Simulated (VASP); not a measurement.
An input for Ansatz (written as the equivalent of a VASP run, and not itself run):

Ansatz 0.2 input:
```yaml
crystal:
  lattice:
    - [0.0000000, 2.6311100, 2.6311100]
    - [2.6311100, 0.0000000, 2.6311100]
    - [2.6311100, 2.6311100, 0.0000000]
  atoms:
    - { symbol: Si, position: [0.2500000, 0.2500000, 0.2500000] }
    - { symbol: Si, position: [0.7500000, 0.7500000, 0.7500000] }
    - { symbol: Ni, position: [0.0000000, 0.0000000, 0.0000000] }
kpoints:
  mp_grid: { grid: [9, 9, 9] }
hamiltonian:
  xc: pbe
  pseudopotentials: { kind: paw }
scf:
  occupations: { method: gaussian, width: 0.272 }
  max_iter: 100
output: { forces: true, stress: true, eigenvalues: true }
```

### Question
Write the VASP files for the same calculation (PBE).

### Answer
Several could match; the one computed here: 
**INCAR**
```
# general
SYSTEM  = Si2Ni
PREC    = Accurate
ENCUT   = 300
LREAL   = .FALSE.
LASPH   = .TRUE.

# electronic loop
EDIFF   = 1E-6
NELM    = 100
ALGO    = Normal
LMAXMIX = 4

# smearing
ISMEAR  = 0
SIGMA   = 0.272

# functional
GGA     = PE

# ions
ISIF    = 2

# output
LWAVE   = .FALSE.
LCHARG  = .FALSE.
```

**KPOINTS**
```
Automatic
0
Gamma
9 9 9
```

File POSCAR:
```
Si2Ni
1
    0.0000000000     2.6311100000     2.6311100000
    2.6311100000     0.0000000000     2.6311100000
    2.6311100000     2.6311100000     0.0000000000
Si Ni
2 1
Direct
  0.2500000000   0.2500000000   0.2500000000
  0.7500000000   0.7500000000   0.7500000000
  0.0000000000   0.0000000000   0.0000000000
```

POTCAR, in this order: Si Ni (PBE.64 set). Program: vasp_std.

The two are equivalent in intent, not identical: each code has its own PAW files, so the cut-off isn't converted (ENCUT is set for VASP's; basis.ecutwfc is left out, and Ansatz then takes the one that its files recommend); Ansatz stops its SCF on the density residual and VASP on the energy change (EDIFF).

The structure comes from a computed database's Si2Ni entry; how it stands against other phases isn't given here. The cell was not relaxed at this level, and its volume differs by -5.9 % from the start's.
